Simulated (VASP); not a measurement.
# YSb2Os2: the relaxed cell at several levels, part 2 of 3

How much does the cell of YSb2Os2 depend on the functional? The cell is invented: it takes the structure of a Materials Project entry for YP2Pd2 (space group 139 there), with some of its atoms replaced by other elements, volume scaled by an estimate. It may not be a known or stable phase.

VASP 6.6.1, plane waves and PAW; the level of theory is named at each step.

So far. Step 2 (Relaxation with PBE): It ends with a largest force of 0.001 eV/Å and a pressure of 0.01 GPa. The conventional cell has a = 4.457 and c = 10.874 Å.

### 3. Relaxation with LDA

This step: LDA; plane waves and PAW (Os, Sb, Y_sv); invented cell (VASP 6.6.1).

LDA, the lowest rung, knows the local density alone.

INCAR

```
SYSTEM = YSb2Os2
PREC = Accurate
ENCUT = 520
EDIFF = 1E-06
NELM = 100
ISMEAR = -1
SIGMA = 0.05
LREAL = .FALSE.
ALGO = Normal
GGA = CA
LORBIT = 11
LWAVE = .FALSE.
LCHARG = .FALSE.
KPAR = 2
IBRION = 2
NSW = 60
ISIF = 3
EDIFFG = -0.01
```

POSCAR

```
YSb2Os2
1.0
   -2.1486530000      2.1486530000      5.1840510000
    2.1486530000     -2.1486530000      5.1840510000
    2.1486530000      2.1486530000     -5.1840510000
Os Sb Y
2 2 1
Direct
    0.7500000000      0.2500000000      0.5000000000
    0.2500000000      0.7500000000      0.5000000000
    0.3894394600      0.3894394600      0.0000000000
    0.6105605400      0.6105605400      0.0000000000
    0.0000000000      0.0000000000      0.0000000000
```

KPOINTS

```
Automatic mesh
0
Gamma
7 7 7
0 0 0
```

Potentials, in the order of the species: Os, Sb and Y_sv (PBE family, release 64).

Run with:

```bash
> mpirun -np 2 vasp_std
```

The log of the run:

```text
[banner, memory and clock lines left out]
running    2 mpi-ranks, on    1 nodes
 distrk:  each k-point on    1 cores,    2 groups
 distr:  one band on    1 cores,    1 groups

 POSCAR found type information on POSCAR OsSbY
 POSCAR found :  3 types and       5 ions
|                                                                             |
|               ----> ADVICE to this user running VASP <----                  |
|                                                                             |
|     You enforced a specific xc type in the INCAR file but a different       |
|     [... a line on the potential file left out ...]
|     I HOPE YOU KNOW WHAT YOU ARE DOING!                                     |
|                                                                             |

 LDA part: xc-table for (Slater(with rela. corr.)+CA(PZ))
 , standard interpolation
 POSCAR, INCAR and KPOINTS ok, starting setup
 FFT: planning ... GRIDC
 FFT: planning ... GRID_SOFT
 FFT: planning ... GRID
 WAVECAR not read
 entering main loop
       N       E                     dE             d eps       ncg     rms          rms(c)
DAV:   1     0.237606472300E+03    0.23761E+03   -0.16312E+04  1760   0.153E+03
DAV:   2    -0.181917245572E+02   -0.25580E+03   -0.24939E+03  1976   0.404E+02
DAV:   3    -0.411738692162E+02   -0.22982E+02   -0.22355E+02  2602   0.965E+01
DAV:   4    -0.421599679476E+02   -0.98610E+00   -0.97978E+00  2878   0.197E+01
DAV:   5    -0.421822463609E+02   -0.22278E-01   -0.22259E-01  2518   0.257E+00    0.321E+01
DAV:   6    -0.408074255680E+02    0.13748E+01   -0.20728E+00  2262   0.841E+00    0.197E+01
DAV:   7    -0.405100041966E+02    0.29742E+00   -0.21567E+00  2678   0.756E+00    0.510E+00
DAV:   8    -0.404954607316E+02    0.14543E-01   -0.71702E-01  2354   0.443E+00    0.171E+00
DAV:   9    -0.404704735946E+02    0.24987E-01   -0.14142E-01  2670   0.252E+00    0.631E-01
DAV:  10    -0.404680360597E+02    0.24375E-02   -0.27100E-02  2322   0.789E-01    0.368E-01
DAV:  11    -0.404679589992E+02    0.77060E-04   -0.17067E-03  2542   0.293E-01    0.250E-01
DAV:  12    -0.404678773147E+02    0.81685E-04   -0.41785E-04  2498   0.118E-01    0.292E-02
DAV:  13    -0.404678760610E+02    0.12537E-05   -0.71791E-05  2956   0.412E-02    0.140E-02
DAV:  14    -0.404678755056E+02    0.55542E-06   -0.41499E-06  2158   0.122E-02
   1 F= -.40467876E+02 E0= -.40452467E+02  d E =-.404679E+02
 curvature:   0.00 expect dE= 0.000E+00 dE for cont linesearch  0.000E+00
 trial: gam= 0.00000 g(F)=  0.854E+01 g(S)=  0.293E+01 ort = 0.000E+00 (trialstep = 0.100E+01)
 search vector abs. value=  0.115E+02
 bond charge predicted
       N       E                     dE             d eps       ncg     rms          rms(c)
DAV:   1    -0.483407673131E+02   -0.78729E+01   -0.40518E+02  1982   0.122E+02    0.216E+01
DAV:   2    -0.426526030687E+02    0.56882E+01   -0.85824E+01  2656   0.639E+01    0.129E+01
DAV:   3    -0.405858357656E+02    0.20668E+01   -0.27927E+01  2666   0.228E+01    0.892E+00
DAV:   4    -0.401054672945E+02    0.48037E+00   -0.40892E+00  2636   0.110E+01    0.615E+00
DAV:   5    -0.401364755523E+02   -0.31008E-01   -0.37212E-01  2776   0.270E+00    0.337E+00
DAV:   6    -0.401744122621E+02   -0.37937E-01   -0.19092E-01  2874   0.184E+00    0.786E-01
DAV:   7    -0.401832935535E+02   -0.88813E-02   -0.21321E-02  3072   0.712E-01    0.210E-01
DAV:   8    -0.401837906483E+02   -0.49709E-03   -0.12135E-03  2498   0.198E-01    0.931E-02
DAV:   9    -0.401837784237E+02    0.12225E-04   -0.23925E-04  2670   0.685E-02    0.363E-02
DAV:  10    -0.401837785534E+02   -0.12975E-06   -0.19995E-05  2464   0.259E-02    0.741E-03
DAV:  11    -0.401837786076E+02   -0.54170E-07   -0.89971E-07  1574   0.534E-03
   2 F= -.40183779E+02 E0= -.40174274E+02  d E =0.284097E+00
[... from here on, the cycles between the ionic steps are left out ...]
   3 F= -.42026706E+02 E0= -.42017704E+02  d E =-.155883E+01
   4 F= -.42063076E+02 E0= -.42053537E+02  d E =-.159520E+01
   5 F= -.42086998E+02 E0= -.42076353E+02  d E =-.161912E+01
   6 F= -.42087239E+02 E0= -.42076713E+02  d E =-.161936E+01
   7 F= -.42052540E+02 E0= -.42042660E+02  d E =0.346989E-01
   8 F= -.42114337E+02 E0= -.42104114E+02  d E =-.270979E-01
   9 F= -.42125198E+02 E0= -.42115346E+02  d E =-.108616E-01
  10 F= -.42127476E+02 E0= -.42117754E+02  d E =-.131395E-01
  11 F= -.42127485E+02 E0= -.42117771E+02  d E =-.131478E-01
  12 F= -.42127482E+02 E0= -.42117784E+02  d E =0.216248E-05
 trial-energy change:    0.000002  1 .order   -0.000002   -0.000117    0.000113
 step:   0.4362(harm=  0.4362)  dis= 0.00064  next Energy=   -42.127514 (dE=-0.295E-04)
 bond charge predicted
       N       E                     dE             d eps       ncg     rms          rms(c)
DAV:   1    -0.421275267332E+02   -0.44548E-04   -0.11675E-03  1768   0.224E-01    0.391E-02
DAV:   2    -0.421275188709E+02    0.78623E-05   -0.75041E-05  2444   0.510E-02    0.238E-02
DAV:   3    -0.421275129576E+02    0.59133E-05   -0.14100E-05  2758   0.221E-02    0.112E-02
DAV:   4    -0.421275126477E+02    0.30989E-06   -0.47874E-06  2358   0.128E-02
  13 F= -.42127513E+02 E0= -.42117810E+02  d E =-.280770E-04
 curvature:  -0.22 expect dE=-0.369E-05 dE for cont linesearch -0.317E-08
 trial: gam= 0.11647 g(F)=  0.213E-05 g(S)=  0.146E-04 ort = 0.140E-05 (trialstep = 0.776E+00)
 search vector abs. value=  0.189E-04
 reached required accuracy - stopping structural energy minimisation
```

Wall time 6.3 min (2 MPI ranks of Intel Xeon 6975P-C (Granite Rapids), shared host); peak memory 0.72 GiB; 13 min of CPU time.

Parts of OUTCAR (step 3):

```text
The static configuration has the point symmetry D_4h.

 Found     40 irreducible k-points:

   NELECT =      37.0000    total number of electrons

 E-fermi :   8.1279

 k-point     1 :       0.0000    0.0000    0.0000
  band No.  band energies     occupation
    ...
     15       6.5645      2.00000
     16       7.1029      2.00000
     17       7.1029      2.00000
     18       7.2809      2.00000
     19       7.7364      1.99920
     20       9.2247      0.00000
     21       9.7199      0.00000
     22      10.1232      0.00000

 k-point     2 :       0.1429    0.0000   -0.0000
  band No.  band energies     occupation
    ...
     15       6.5760      2.00000
     16       6.9526      2.00000
     17       7.1023      2.00000
     18       7.4033      2.00000
     19       7.5504      1.99998
     20       8.9959      0.00000
     21       9.2609      0.00000
     22       9.5611      0.00000

  Total        0.0187144      0.0187144      0.0285589      0.0000000      0.0000000      0.0000000
  in kB        0.2907709      0.2907709      0.4437272      0.0000000      0.0000000      0.0000000
  external PRESSURE =       0.3417563 kB  Pullay stress =       0.0000000 kB

  energy-cutoff  :      520.00
  volume of cell :      103.12
      direct lattice vectors                 reciprocal lattice vectors
    -2.191939077  2.191939077  5.365616049     0.000000000  0.228108530  0.093185945
     2.191939077 -2.191939077  5.365616049     0.228108530  0.000000000  0.093185945
     2.191939077  2.191939077 -5.365616049     0.228108530  0.228108530  0.000000000

 POSITION                                       TOTAL-FORCE (eV/Angst)
 -----------------------------------------------------------------------------------
      0.00000      2.19194      2.68281        -0.000000     -0.000000      0.000000
      2.19194      0.00000      2.68281        -0.000000     -0.000000     -0.000000
      0.00000      0.00000      3.99013         0.000000      0.000000     -0.004700
      0.00000      0.00000      6.74110        -0.000000     -0.000000      0.004700
      0.00000      0.00000     10.73123        -0.000000     -0.000000     -0.000000
 -----------------------------------------------------------------------------------
    total drift:                                0.000000     -0.000000      0.000000

  FREE ENERGIE OF THE ION-ELECTRON SYSTEM (eV)
  ---------------------------------------------------
  free  energy   TOTEN  =       -42.1275126477 eV

  energy  without entropy=      -42.1081070544  energy(sigma->0) =      -42.11780985

 total charge
# of ion       s       p       d       f       tot
--------------------------------------------------
    1        0.532   0.533   6.335   0.000   7.400
    2        0.532   0.533   6.335   0.000   7.400
    3        1.093   1.381   0.143   0.000   2.617
    4        1.093   1.381   0.143   0.000   2.617
    5        2.150   6.224   0.905   0.030   9.310
--------------------------------------------------
tot          5.400  10.052  13.861   0.030  29.344

[... 8 parts as in an earlier step ...]

[... 5 further parts left out ...]
```

CONTCAR:

```
YSb2Os2
   1.00000000000000
    -2.1919390765860829    2.1919390765860829    5.3656160489077598
     2.1919390765860829   -2.1919390765860829    5.3656160489077598
     2.1919390765860829    2.1919390765860829   -5.3656160489077598
  Os              Sb              Y
     2     2     1
Direct
     0.7500000000000000    0.2500000000000000    0.5000000000000000
     0.2500000000000000    0.7500000000000000    0.5000000000000000
     0.3718241355186703    0.3718241355186703    0.0000000000000000
     0.6281758644813297    0.6281758644813297    0.0000000000000000
     1.0000000000000000    1.0000000000000000    0.0000000000000000
```

The PAW data sets were made with PBE, though LDA sets exist; this is a small mismatch.

The steps of the relaxation:

```csv
step,energy less that of the first step (eV),largest force (eV/Å),pressure (GPa),volume (Å³)
1,0.0000,9.4067,11.28,95.73
2,0.2841,4.8227,4.79,114.87
3,-1.5588,1.2400,2.52,102.94
4,-1.5952,0.8740,2.77,102.25
5,-1.6191,0.1158,3.39,101.01
6,-1.6194,0.2029,3.32,101.14
7,-1.5847,0.6891,-5.58,106.74
8,-1.6465,0.1747,-0.50,103.32
9,-1.6573,0.0892,-0.24,103.23
10,-1.6596,0.0355,-0.06,103.16
11,-1.6596,0.0316,-0.04,103.15
12,-1.6596,0.0211,0.12,103.09
13,-1.6596,0.0047,0.03,103.12
```

```csv
"conventional cell, symmetrised",before,after,change
a (Å),4.297,4.384,+2.0 %
b (Å),4.297,4.384,+2.0 %
c (Å),10.368,10.731,+3.5 %
volume (Å³/atom),19.15,20.62,+7.7 %
```

The atoms that moved most (Å, as changes of fractional coordinates times the final cell):

```csv
atom,dx,dy,dz,length
Sb4,0.000,0.000,0.189,0.189
Sb3,0.000,0.000,-0.189,0.189
```

Final coordinates:

```xyz
5
Lattice="-2.1919 2.1919 5.3656 2.1919 -2.1919 5.3656 2.1919 2.1919 -5.3656" Properties=species:S:1:pos:R:3 pbc="T T T"
Os    0.0000    2.1919    2.6828
Os    2.1919    0.0000    2.6828
Sb    0.0000    0.0000    3.9901
Sb    0.0000    0.0000    6.7411
Y     0.0000    0.0000    0.0000
```

This step gave:

```
free energy (TOTEN)             : -42.13 eV
energy at zero smearing         : -42.12 eV
Fermi energy                    : 8.128 eV
pressure                        : 0.03418 GPa
SCF cycles over all ionic steps : 104
```

It ends at 20.62 Å³/atom, +7.7 % from the start, with 0.03 GPa left. The conventional cell has a = 4.384 and c = 10.731 Å.

### 4. Relaxation with PBEsol

This step: PBEsol; plane waves and PAW (Os, Sb, Y_sv); invented cell (VASP 6.6.1).

PBEsol restores the gradient expansion of exchange and is tuned for the cells of solids.

Changes to INCAR since step 3:

```diff
@@ -9,3 +9,3 @@
 ALGO = Normal
-GGA = CA
+GGA = PS
 LORBIT = 11
```

POSCAR is that of step 3.

KPOINTS is that of step 3.

Run with:

```bash
> mpirun -np 2 vasp_std
```

The log of the run:

```text
[banner, memory and clock lines left out]
running    2 mpi-ranks, on    1 nodes
[...]
[... a notice as in an earlier step ...]

 LDA part: xc-table for (Slater+PW92), standard interpolation
 POSCAR, INCAR and KPOINTS ok, starting setup
[...]
entering main loop
       N       E                     dE             d eps       ncg     rms          rms(c)
DAV:   1     0.238851534113E+03    0.23885E+03   -0.16314E+04  1760   0.153E+03
DAV:   2    -0.164056820222E+02   -0.25526E+03   -0.24885E+03  1976   0.404E+02
DAV:   3    -0.392757602942E+02   -0.22870E+02   -0.22246E+02  2602   0.963E+01
DAV:   4    -0.402498164210E+02   -0.97406E+00   -0.96787E+00  2856   0.196E+01
[...]
DAV:  13    -0.386854950695E+02    0.16748E-04   -0.20105E-04  2822   0.629E-02    0.213E-02
DAV:  14    -0.386854938002E+02    0.12693E-05   -0.16147E-05  2432   0.249E-02    0.109E-02
DAV:  15    -0.386854936018E+02    0.19837E-06   -0.78482E-07  1522   0.663E-03
   1 F= -.38685494E+02 E0= -.38670177E+02  d E =-.386855E+02
[... from here on, the cycles between the ionic steps are left out ...]
   2 F= -.38600620E+02 E0= -.38590914E+02  d E =0.848734E-01
   3 F= -.40345049E+02 E0= -.40336491E+02  d E =-.165956E+01
   4 F= -.40381052E+02 E0= -.40372075E+02  d E =-.169556E+01
   5 F= -.40407208E+02 E0= -.40397154E+02  d E =-.172171E+01
   6 F= -.40407600E+02 E0= -.40397693E+02  d E =-.172211E+01
   7 F= -.40366463E+02 E0= -.40357018E+02  d E =0.411377E-01
   8 F= -.40439507E+02 E0= -.40429842E+02  d E =-.319066E-01
   9 F= -.40451149E+02 E0= -.40441734E+02  d E =-.116420E-01
  10 F= -.40453506E+02 E0= -.40444185E+02  d E =-.139987E-01
  11 F= -.40453519E+02 E0= -.40444207E+02  d E =-.140117E-01
  12 F= -.40453667E+02 E0= -.40444422E+02  d E =-.148692E-03
  13 F= -.40453689E+02 E0= -.40444429E+02  d E =-.170785E-03
  14 F= -.40453670E+02 E0= -.40444436E+02  d E =0.194294E-04
  15 F= -.40453707E+02 E0= -.40444456E+02  d E =-.180010E-04
[...]
reached required accuracy - stopping structural energy minimisation
```

Run time: 6.6 min. Hardware: 2 MPI ranks; peak memory 0.86 GiB.

OUTCAR, selected parts (step 4):

```text
  Total        0.0074732      0.0074732     -0.0001803      0.0000000     -0.0000000      0.0000000
  in kB        0.1145744      0.1145744     -0.0027645      0.0000000     -0.0000000      0.0000000
  external PRESSURE =       0.0754614 kB  Pullay stress =       0.0000000 kB

 POSITION                                       TOTAL-FORCE (eV/Angst)
 -----------------------------------------------------------------------------------
      0.00000      2.20222      2.69352         0.000000      0.000000      0.000000
      2.20222      0.00000      2.69352         0.000000      0.000000      0.000000
      0.00000      0.00000      4.00230        -0.000000     -0.000000      0.001393
      0.00000      0.00000      6.77179        -0.000000     -0.000000     -0.001393
      0.00000      0.00000      0.00000         0.000000      0.000000      0.000000
 -----------------------------------------------------------------------------------
    total drift:                               -0.000000     -0.000000      0.000000

  FREE ENERGIE OF THE ION-ELECTRON SYSTEM (eV)
  ---------------------------------------------------
  free  energy   TOTEN  =       -40.4537073459 eV

  energy  without entropy=      -40.4352043133  energy(sigma->0) =      -40.44445583

[... 2 parts as in an earlier step ...]

[... 2 further parts left out ...]
[key lines of the parts left out:]
E-fermi :   8.1000
```

The PAW data sets were made with PBE, which is usual practice but a small mismatch for other functionals.

Relaxation path:

```csv
step,energy less that of the first step (eV),largest force (eV/Å),pressure (GPa),volume (Å³)
1,0.0000,9.4914,13.59,95.73
2,0.0849,4.1291,1.25,119.25
3,-1.6596,1.2553,2.17,104.61
4,-1.6956,0.9407,2.58,103.79
5,-1.7217,0.2048,3.66,102.17
6,-1.7221,0.3071,3.50,102.37
7,-1.6810,0.7239,-5.83,108.53
8,-1.7540,0.1316,-0.52,104.76
9,-1.7657,0.0934,-0.22,104.58
10,-1.7680,0.0733,-0.02,104.46
11,-1.7680,0.0716,0.00,104.45
12,-1.7682,0.0251,0.13,104.44
13,-1.7682,0.0001,0.10,104.44
14,-1.7682,0.0033,-0.12,104.60
15,-1.7682,0.0014,0.01,104.50
```

```csv
"conventional cell, symmetrised",before,after,change
a (Å),4.297,4.404,+2.5 %
b (Å),4.297,4.404,+2.5 %
c (Å),10.368,10.774,+3.9 %
volume (Å³/atom),19.15,20.90,+9.2 %
```

The atoms that moved most (Å, as changes of fractional coordinates times the final cell):

```csv
atom,dx,dy,dz,length
Sb3,0.000,0.000,-0.194,0.194
Sb4,0.000,0.000,0.194,0.194
```

The relaxed structure:

```xyz
5
Lattice="-2.2022 2.2022 5.3870 2.2022 -2.2022 5.3870 2.2022 2.2022 -5.3870" Properties=species:S:1:pos:R:3 pbc="T T T"
Os    0.0000    2.2022    2.6935
Os    2.2022    0.0000    2.6935
Sb    0.0000    0.0000    4.0023
Sb    0.0000    0.0000    6.7718
Y     0.0000    0.0000    0.0000
```

It ends at 20.90 Å³/atom, +9.2 % from the start, with 0.01 GPa left. The conventional cell has a = 4.404 and c = 10.774 Å.

### 5. Relaxation with r2SCAN

This step: r2SCAN; plane waves and PAW (Os, Sb, Y_sv); invented cell (VASP 6.6.1).

r2SCAN adds the kinetic-energy density, costs more than a GGA and is run with LASPH.

Changes to INCAR since step 4:

```diff
@@ -9,3 +9,4 @@
 ALGO = Normal
-GGA = PS
+METAGGA = R2SCAN
+LASPH = .TRUE.
 LORBIT = 11
```

POSCAR is that of step 4.

KPOINTS is that of step 4.

Run with:

```bash
> mpirun -np 2 vasp_std
```

The log of the run:

```text
[banner, memory and clock lines left out]
running    2 mpi-ranks, on    1 nodes
[...]
[... a notice as in an earlier step ...]

 LDA part: xc-table for (None), standard interpolation
 POSCAR, INCAR and KPOINTS ok, starting setup
[...]
entering main loop
       N       E                     dE             d eps       ncg     rms          rms(c)
DAV:   1     0.107264726222E+03    0.10726E+03   -0.16924E+04  1760   0.159E+03
DAV:   2    -0.157957151004E+03   -0.26522E+03   -0.25852E+03  1976   0.419E+02
DAV:   3    -0.181991244286E+03   -0.24034E+02   -0.23371E+02  2644   0.100E+02
DAV:   4    -0.183147736656E+03   -0.11565E+01   -0.11482E+01  2918   0.211E+01
[...]
DAV:  12    -0.176154745121E+03   -0.75128E-04   -0.12843E-04  2608   0.803E-02    0.365E-02
DAV:  13    -0.176154747813E+03   -0.26919E-05   -0.42212E-05  2612   0.395E-02    0.207E-02
DAV:  14    -0.176154747546E+03    0.26775E-06   -0.18076E-06  1690   0.104E-02
   1 F= -.17615475E+03 E0= -.17614209E+03  d E =-.176155E+03
[... from here on, the cycles between the ionic steps are left out ...]
   2 F= -.17628008E+03 E0= -.17627036E+03  d E =-.125328E+00
   3 F= -.17805132E+03 E0= -.17804434E+03  d E =-.189657E+01
   4 F= -.17808756E+03 E0= -.17808060E+03  d E =-.193281E+01
   5 F= -.17811524E+03 E0= -.17810806E+03  d E =-.196050E+01
   6 F= -.17811572E+03 E0= -.17810860E+03  d E =-.196097E+01
   7 F= -.17808319E+03 E0= -.17807605E+03  d E =0.325323E-01
[...]
hard stop encountered!  aborting job ...
[...]
|     The electronic self-consistency was not achieved in the given           |
[...]
soft stop encountered!  aborting job ...
   8 F= -.17815069E+03 E0= -.17814359E+03  d E =-.142046E-01
 deleting file STOPCAR
```

Wall time 15 min (2 MPI ranks); peak memory 0.91 GiB.

The run was stopped at its time limit, by a STOPCAR file.

By then 7 ionic steps had been finished.

More ranks or a longer limit would be the way on, or going on from the last geometry.

(Part 2 of 3 ends here.)

[Lines on the potential files, build, host, timing and source positions are cut from VASP's logs without a mark.]

[Logs are printed without paths, hosts, clocks, repeated set-up lines and the standing remarks that a program may print on its own settings, such as how far it seeks lower states.]

[Hosts, paths, dates, database ids (printed as entryN), source tags and the programs' standing remarks are cut or masked in the printed files.]

[A measured line is paired with the nearest computed mode of its activity, which favours agreement.]
